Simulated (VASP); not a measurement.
SnO (relaxed from the NiAs type structure, space group P6_3/mmc) relaxed at rising pressure, in one space group throughout; other phases were not tried. The pressures are those reached. Level of theory: PBEsol GGA, VASP's PBE PAW potentials (set 64) (plane waves; VASP).

```tsv
P (GPa)	V (Å³/atom)	k-mesh
-0.05	15.867	10×10×5
5.05	14.895	11×11×5
9.93	14.197	11×11×5
20.20	13.210	12×12×5
30.06	12.525	12×12×5
```

A change of mesh leaves a small step in the series.

Fit an equation of state and predict the volume at 44.86 GPa.

Least squares on the third-order Birch-Murnaghan form, P = (3B0/2)(y⁷ − y⁵)[1 + (3/4)(B′ − 4)(y² − 1)] with y = (V0/V)^(1/3), gives V0 = 15.858 Å³/atom, B0 = 67 GPa and B′ = 5.5, and so 11.777 Å³/atom. The run gave 11.770 Å³/atom, -0.1 % from the fit.

Pressures at which the relaxation failed are left out.

The structure was generated: SnO was put into the NiAs type type (P6_3/mmc), which need not be its known phase.
